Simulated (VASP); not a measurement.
# HfIn2Se5 (P3m1) in VASP: band structure with PBE

Aim: the band structure of HfIn2Se5 with PBE.

All numbers are computed with VASP 6.6.1; they aren't measurements. Logs are shortened: lines on timing, memory, paths and dates and some standing lists are left out, and cuts for length are marked.

### 1 The crystal as given

It takes space group P3m1 (No. 156, trigonal). The conventional cell has a = 3.965 Å, b = 3.965 Å, c = 17.637 Å, α = 90.00°, β = 90.00°, γ = 120.00°. Around Hf (site symmetry 3m) lie 6 Se at 2.72 to 2.73 Å. In (site symmetry 3m) has 4 Se at 2.55 to 2.64 Å as nearest neighbours. Around In (site symmetry 3m) lie 6 Se at 2.68 to 2.86 Å. Se (site symmetry 3m) has 3 In at 2.64 Å as nearest neighbours. Around Se (site symmetry 3m) lie 4 In at 2.55 to 2.86 Å. Around Se (site symmetry 3m) lie 3 In at 2.68 Å. Se (site symmetry 3m) has 3 Hf at 2.72 Å as nearest neighbours. Se (site symmetry 3m) has 3 Hf at 2.73 Å as nearest neighbours.

The cell was built by a generator and needn't be a form met in nature.

### 2 Band structure, PBE

File INCAR:

```
SYSTEM = HfIn2Se5
PREC = Accurate
ENCUT = 520
EDIFF = 1E-6
ISMEAR = 0
SIGMA = 0.03
LREAL = .FALSE.
LASPH = .TRUE.
NELM = 60
ALGO = Normal
ISIF = 2
LWAVE = .FALSE.
LCHARG = .FALSE.
LMAXMIX = 4
GGA = PE
NBANDS = 43
```

File KPOINTS:

```
regular mesh
0
G
  8 8 2
  0 0 0
```

File POSCAR:

```
HfIn2Se5
1.0
    3.9654010000      0.0000000000      0.0000000000
   -1.9827010000      3.4341380000      0.0000000000
    0.0000000000      0.0000000000     17.6374300000
Hf In Se
1 2 5
Direct
    0.0000000000      0.0000000000      0.0000810000
    0.6666670000      0.3333330000      0.6219470000
    0.3333330000      0.6666670000      0.3803090000
    0.0000000000      0.0000000000      0.6965050000
    0.6666670000      0.3333330000      0.4775420000
    0.0000000000      0.0000000000      0.3016080000
    0.3333330000      0.6666670000      0.0835650000
    0.6666670000      0.3333330000      0.9154760000
```

File KPOINTS_OPT:

```
path GMKGALHA,LM,KH
15
line-mode
reciprocal
 0.0000000000  0.0000000000  0.0000000000  G
 0.5000000000  0.0000000000  0.0000000000  M

 0.5000000000  0.0000000000  0.0000000000  M
 0.3333333333  0.3333333333  0.0000000000  K

 0.3333333333  0.3333333333  0.0000000000  K
 0.0000000000  0.0000000000  0.0000000000  G

 0.0000000000  0.0000000000  0.0000000000  G
 0.0000000000  0.0000000000  0.5000000000  A

 0.0000000000  0.0000000000  0.5000000000  A
 0.5000000000  0.0000000000  0.5000000000  L

 0.5000000000  0.0000000000  0.5000000000  L
 0.3333333333  0.3333333333  0.5000000000  H

 0.3333333333  0.3333333333  0.5000000000  H
 0.0000000000  0.0000000000  0.5000000000  A

 0.5000000000  0.0000000000  0.5000000000  L
 0.5000000000  0.0000000000  0.0000000000  M

 0.3333333333  0.3333333333  0.0000000000  K
 0.3333333333  0.3333333333  0.5000000000  H
```

Potentials or basis: VASP PAW PBE potentials, release 64 (Hf_pv, In_d, Se).

Launch:

```bash
$ cat potpaw_PBE.64/Hf_pv/POTCAR potpaw_PBE.64/In_d/POTCAR potpaw_PBE.64/Se/POTCAR > POTCAR
$ mpirun -np 1 vasp_std > vasp.out
```

OUTCAR:

```text
SYSTEM = HfIn2Se5
   PREC = Accurate
   ENCUT = 520
   EDIFF = 1E-6
   ISMEAR = 0
   LREAL = .FALSE.
   LASPH = .TRUE.
   NELM = 60
   ISIF = 2
   GGA = PE

 ion  position               nearest neighbor table
   1  0.000  0.000  0.000-   7 2.72   7 2.72   7 2.72   8 2.73   8 2.73   8 2.73
   2  0.667  0.333  0.622-   5 2.55   4 2.64   4 2.64   4 2.64
   3  0.333  0.667  0.380-   6 2.68   6 2.68   6 2.68   5 2.86   5 2.86   5 2.86
   4  0.000  0.000  0.697-   2 2.64   2 2.64   2 2.64
   5  0.667  0.333  0.478-   2 2.55   3 2.86   3 2.86   3 2.86
   6  0.000  0.000  0.302-   3 2.68   3 2.68   3 2.68
   7  0.333  0.667  0.084-   1 2.72   1 2.72   1 2.72
   8  0.667  0.333  0.915-   1 2.73   1 2.73   1 2.73

  LATTYP: Found a hexagonal cell.
 ALAT       =     3.9654010000
 C/A-ratio  =     4.4478301186

  Lattice vectors:

 A1 = (   3.9654010000,   0.0000000000,   0.0000000000)
 A2 = (  -1.9827010000,   3.4341380000,   0.0000000000)
 A3 = (   0.0000000000,   0.0000000000,  17.6374300000)

Analysis of symmetry for initial positions (statically):
=====================================================================
 Subroutine PRICEL returns:
 Original cell was already a primitive cell.

 Routine SETGRP: Setting up the symmetry group for a
 hexagonal supercell.

 Subroutine GETGRP returns: Found  6 space group operations
 (whereof  6 operations were pure point group operations)
 out of a pool of 24 trial point group operations.

The static configuration has the point symmetry C_3v.

Analysis of symmetry for dynamics (positions and initial velocities):
=====================================================================
 Subroutine PRICEL returns:
 Original cell was already a primitive cell.

 Routine SETGRP: Setting up the symmetry group for a
 hexagonal supercell.

 Subroutine GETGRP returns: Found  6 space group operations
 (whereof  6 operations were pure point group operations)
 out of a pool of 24 trial point group operations.

The dynamic configuration has the point symmetry C_3v.

 Subroutine INISYM returns: Found  6 space group operations
 (whereof  6 operations are pure point group operations),
 and found     1 'primitive' translations

----------------------------------------------------------------------------------------

                                     Primitive cell

  volume of cell :     240.1818

  direct lattice vectors                    reciprocal lattice vectors
     3.965401000  0.000000000  0.000000000     0.252181305  0.145596981  0.000000000
    -1.982701000  3.434138000  0.000000000     0.000000000  0.291193889  0.000000000
     0.000000000  0.000000000 17.637430000     0.000000000  0.000000000  0.056697603

  length of vectors
     3.965401000  3.965401248 17.637430000     0.291193907  0.291193889  0.056697603

  position of ions in fractional coordinates (direct lattice)
     0.000000000  0.000000000  0.000081000
     0.666667000  0.333333000  0.621947000
     0.333333000  0.666667000  0.380309000
     0.000000000  0.000000000  0.696505000
     0.666667000  0.333333000  0.477542000
     0.000000000  0.000000000  0.301608000
     0.333333000  0.666667000  0.083565000
     0.666667000  0.333333000  0.915476000

  ion indices of the primitive-cell ions
   primitive index   ion index
                 1           1
                 2           2
                 3           3
                 4           4
                 5           5
                 6           6
                 7           7
                 8           8

----------------------------------------------------------------------------------------

 KPOINTS: regular mesh

Automatic generation of k-mesh.
 Grid dimensions read from file:
 generate k-points for:    8    8    2

 Generating k-lattice:

  Cartesian coordinates                     Fractional coordinates (reciprocal lattice)
     0.031522663  0.018199623  0.000000000     0.125000000  0.000000000  0.000000000
     0.000000000  0.036399236  0.000000000     0.000000000  0.125000000  0.000000000
     0.000000000  0.000000000  0.028348801     0.000000000  0.000000000  0.500000000

  Length of vectors
     0.036399238  0.036399236  0.028348801

  Shift w.r.t. Gamma in fractional coordinates (k-lattice)
     0.000000000  0.000000000  0.000000000

 Subroutine IBZKPT returns following result:
 ===========================================

 Found     20 irreducible k-points:

 Following reciprocal coordinates:
            Coordinates               Weight
  0.000000  0.000000  0.000000      1.000000
  0.125000  0.000000  0.000000      6.000000
  0.250000  0.000000  0.000000      6.000000
  0.375000  0.000000  0.000000      6.000000
  0.500000  0.000000  0.000000      3.000000
  0.125000  0.125000  0.000000      6.000000
[... 12 lines left out ...]
  0.250000  0.250000  0.500000      6.000000
  0.375000  0.250000  0.500000      6.000000
   k-points           NKPTS =     20   k-points in BZ     NKDIM =     20   number of bands    NBANDS=     43
   number of dos      NEDOS =    301   number of ions     NIONS =      8
   total plane-waves  NPLWV = 126000
   dimension x,y,z NGX =    30 NGY =   30 NGZ =  140
   dimension x,y,z NGXF=    60 NGYF=   60 NGZF=  280
   ions per type =               1   2   5
   NGX,Y,Z   is equivalent  to a cutoff of  12.58, 12.58, 13.20 a.u.
   NGXF,Y,Z  is equivalent  to a cutoff of  25.15, 25.15, 26.39 a.u.
 SYSTEM =  HfIn2Se5
   PREC   = accura    normal or accurate (medium, high low for compatibility)
   ISTART =      0    job   : 0-new  1-cont  2-samecut
   ICHARG =      2    charge: 1-file 2-atom 10-const
   ISPIN  =      1    spin polarized calculation?
   LNONCOLLINEAR =      F non collinear calculations
   LSORBIT =      F    spin-orbit coupling
   LASPH  =      T    aspherical Exc in radial PAW
   ENCUT  =  520.0 eV  38.22 Ry    6.18 a.u.   7.37  7.37 32.79*2*pi/ulx,y,z
   NELM   =     60;   NELMIN=  2; NELMDL= -5     # of ELM steps
   EDIFF  = 0.1E-05   stopping-criterion for ELM
   LREAL  =      F    real-space projection
   EDIFFG = 0.1E-04   stopping-criterion for IOM
   NSW    =      0    number of steps for IOM
   IBRION =     -1    ionic relax: 0-MD 1-quasi-New 2-CG
   NFREE  =      0    steps in history (QN), initial steepest desc. (CG)
   ISIF   =      2    stress and relaxation
   ISYM   =      2    0-nonsym 1-usesym 2-fastsym
   POTIM  = 0.5000    time-step for ionic-motion
   TEBEG  =    0.0;   TEEND  =   0.0 temperature during run
   PSTRESS=    0.0 pullay stress
   NELECT =      66.0000    total number of electrons
   NUPDOWN=      -1.0000    fix difference up-down
   EMIN   =  10.00;   EMAX   =-10.00  energy-range for DOS
   EFERMI =   0.00;   METHOD = LEGACY
   ISMEAR =     0;   SIGMA  =   0.03  broadening in eV -4-tet -1-fermi 0-gaus
   EFERMI_NEDOS =   21; number of points for ismear=-14 and -15
   IALGO  =     38    algorithm
   IMIX   =      4    mixing-type and parameters
     AMIX     =   0.40;   BMIX     =  1.00
     AMIX_MAG =   1.60;   BMIX_MAG =  1.00
  volume/ion in A,a.u.               =      30.02       202.60
  Fermi-wavevector in a.u.,A,eV,Ry     =   1.064329  2.011291 15.412642  1.132797
  Thomas-Fermi vector in A             =   2.199844
   LORBIT       =      0    0 simple, 1 ext, 2 COOP (PROOUT), +10 PAW based schemes
   GGA     = PE    functional components
   LHFCALC =     F    Hartree Fock is set to
   AEXX    =    0.0000 exact exchange contribution
   IVDW    =     0    specifies the selected vdW correction
   LEPSILON=     F    determine dielectric tensor
   LRPA    =     F    only Hartree local field effects (RPA)
 non-spin polarized calculation
 Gauss-broadening in eV      SIGMA  =   0.03
  energy-cutoff  :      520.00
  volume of cell :      240.18
 maximum number of plane-waves:      6522
 NGX is ok and might be reduce to    30
   NGX = 15   NGY = 15   NGZ = 65

 number of electron      65.9999991 magnetization

 Free energy of the ion-electron system (eV)
  ---------------------------------------------------
  ext. energy  EPLUGINS =         0.00000000
  ---------------------------------------------------
  free energy    TOTEN  =       -38.92269551 eV

  energy without entropy =      -38.92269551  energy(sigma->0) =      -38.92269551

 E-fermi :   2.7847     XC(G=0):  -8.5935

 val. band max:        2.5432041292   @ k =   0.1250   0.0000   0.5000
 cond. band min:       3.2733629282   @ k =   0.5000   0.0000   0.5000
 fundamental gap:      0.7301587989
 Fermi energy:         2.7846669546

 k-point     1 :       0.0000    0.0000    0.0000
  band No.  band energies     occupation
      1     -29.1966      2.00000
      2     -29.1174      2.00000
      3     -29.1173      2.00000
      4     -12.2911      2.00000
      5     -12.1716      2.00000
      6     -12.1716      2.00000
[... 35 lines left out ...]
     42       7.3150      0.00000
     43       7.3949      0.00000

 k-point     2 :       0.1250    0.0000    0.0000
  band No.  band energies     occupation
      1     -29.1946      2.00000
      2     -29.1277      2.00000
      3     -29.1197      2.00000
      4     -12.3020      2.00000
      5     -12.2098      2.00000
      6     -12.1614      2.00000
[... 35 lines left out ...]
     42       7.1651      0.00000
     43       7.5342      0.00000

 k-point     3 :       0.2500    0.0000    0.0000
  band No.  band energies     occupation
      1     -29.1898      2.00000
      2     -29.1526      2.00000
      3     -29.1254      2.00000
      4     -12.3782      2.00000
      5     -12.2304      2.00000
      6     -12.1394      2.00000
[... 735 lines left out ...]
      6     -12.1325      2.00000
[... 35 lines left out ...]
     42       7.4679      0.00000
     43       8.2901      0.00000

 k-point    20 :       0.3750    0.2500    0.5000
  band No.  band energies     occupation
      1     -29.1816      2.00000
      2     -29.1744      2.00000
      3     -29.1554      2.00000
      4     -12.4938      2.00000
      5     -12.2144      2.00000
      6     -12.1345      2.00000
[... 35 lines left out ...]
     42       7.3503      0.00000
     43       8.3199      0.00000

------------------------ aborting loop because EDIFF is reached ----------------------------------------

  FORCE on cell =-STRESS in cart. coord.  units (eV):
  Direction    XX          YY          ZZ          XY          YZ          ZX
  --------------------------------------------------------------------------------------
  -------------------------------------------------------------------------------------
  Total        0.0042788      0.0042788     -0.0018131     -0.0000000      0.0000000     -0.0000000
  in kB        0.0285422      0.0285422     -0.0120943     -0.0000000      0.0000000     -0.0000000
  external PRESSURE =       0.0149967 kB  Pullay stress =       0.0000000 kB

 VOLUME and BASIS-vectors are now :
 -----------------------------------------------------------------------------
  energy-cutoff  :      520.00
  volume of cell :      240.18
      direct lattice vectors                 reciprocal lattice vectors
     3.965401000  0.000000000  0.000000000     0.252181305  0.145596981  0.000000000
    -1.982701000  3.434138000  0.000000000     0.000000000  0.291193889  0.000000000
     0.000000000  0.000000000 17.637430000     0.000000000  0.000000000  0.056697603

 POSITION                                       TOTAL-FORCE (eV/Angst)
 -----------------------------------------------------------------------------------
      0.00000      0.00000      0.00143         0.000000      0.000000      0.000401
      1.98270      1.14471     10.96955         0.000000      0.000000     -0.004294
     -0.00000      2.28943      6.70767         0.000000      0.000000      0.000976
      0.00000      0.00000     12.28456        -0.000000      0.000000     -0.001134
      1.98270      1.14471      8.42261         0.000000     -0.000000      0.000670
      0.00000      0.00000      5.31959         0.000000      0.000000      0.003497
     -0.00000      2.28943      1.47387        -0.000000      0.000000     -0.001141
      1.98270      1.14471     16.14664        -0.000000     -0.000000      0.001025
 -----------------------------------------------------------------------------------
    total drift:                               -0.000897      0.000519     -0.001399

  FREE ENERGIE OF THE ION-ELECTRON SYSTEM (eV)
  ---------------------------------------------------
  free  energy   TOTEN  =       -38.9226955091 eV

  energy  without entropy=      -38.9226955091  energy(sigma->0) =      -38.92269551
```

Run time: 36 min. Hardware: 1 thread of Intel Xeon Platinum 8375C at 2.90GHz (Ice Lake), shared host; peak memory 0.57 GiB.

Results:

```
Free energy             : -38.9227 eV
Pressure                : 0.0 GPa
Largest force           : 0.004 eV/Å
Band gap on the k mesh  : 0.73 eV, indirect (least direct gap 0.93 eV)
Band gap along the path : 0.73 eV, indirect (least direct gap 0.93 eV)
```

Forces in eV/Å, atoms in the order of the input:
```
Hf   0.000  0.000  0.000
In   0.000  0.000 -0.004
In   0.000  0.000  0.001
Se   0.000  0.000 -0.001
Se   0.000  0.000  0.001
Se   0.000  0.000  0.003
Se   0.000  0.000 -0.001
Se   0.000  0.000  0.001
```

Levels at the corners of the path, in eV from the valence-band top:
| point | band 29 | band 30 | band 31 | band 32 | band 33 | band 34 | band 35 | band 36 | band 37 | band 38 |
| --- | --- | --- | --- | --- | --- | --- | --- | --- | --- | --- |
| Γ | -0.45 | -0.35 | -0.35 | -0.04 | -0.04 | 0.89 | 1.17 | 1.17 | 1.75 | 2.21 |
| M | -1.72 | -1.60 | -1.54 | -0.99 | -0.25 | 0.74 | 1.40 | 1.82 | 2.42 | 2.52 |
| M | -1.72 | -1.60 | -1.54 | -0.99 | -0.25 | 0.74 | 1.40 | 1.82 | 2.42 | 2.52 |
| K | -2.05 | -2.01 | -1.96 | -1.73 | -0.60 | 1.60 | 2.09 | 2.22 | 2.52 | 2.56 |
| K | -2.05 | -2.01 | -1.96 | -1.73 | -0.60 | 1.60 | 2.09 | 2.22 | 2.52 | 2.56 |
| Γ | -0.45 | -0.35 | -0.35 | -0.04 | -0.04 | 0.89 | 1.17 | 1.17 | 1.75 | 2.21 |
| Γ | -0.45 | -0.35 | -0.35 | -0.04 | -0.04 | 0.89 | 1.17 | 1.17 | 1.75 | 2.21 |
| A | -0.45 | -0.35 | -0.35 | -0.04 | -0.04 | 1.02 | 1.17 | 1.17 | 1.73 | 2.18 |
| A | -0.45 | -0.35 | -0.35 | -0.04 | -0.04 | 1.02 | 1.17 | 1.17 | 1.73 | 2.18 |
| L | -1.72 | -1.60 | -1.53 | -1.00 | -0.25 | 0.73 | 1.40 | 1.83 | 2.42 | 2.52 |
| L | -1.72 | -1.60 | -1.53 | -1.00 | -0.25 | 0.73 | 1.40 | 1.83 | 2.42 | 2.52 |
| H | -2.07 | -2.06 | -1.97 | -1.72 | -0.59 | 1.60 | 2.10 | 2.20 | 2.54 | 2.55 |
| H | -2.07 | -2.06 | -1.97 | -1.72 | -0.59 | 1.60 | 2.10 | 2.20 | 2.54 | 2.55 |
| A | -0.45 | -0.35 | -0.35 | -0.04 | -0.04 | 1.02 | 1.17 | 1.17 | 1.73 | 2.18 |
| L | -1.72 | -1.60 | -1.53 | -1.00 | -0.25 | 0.73 | 1.40 | 1.83 | 2.42 | 2.52 |
| M | -1.72 | -1.60 | -1.54 | -0.99 | -0.25 | 0.74 | 1.40 | 1.82 | 2.42 | 2.52 |
| K | -2.05 | -2.01 | -1.96 | -1.73 | -0.60 | 1.60 | 2.09 | 2.22 | 2.52 | 2.56 |
| H | -2.07 | -2.06 | -1.97 | -1.72 | -0.59 | 1.60 | 2.10 | 2.20 | 2.54 | 2.55 |

Caveat: spin-orbit coupling is left out, which moves the levels of the heavy elements; this functional lacks dispersion, which binds the layers, so the pressure and a relaxed spacing across them are unreliable.
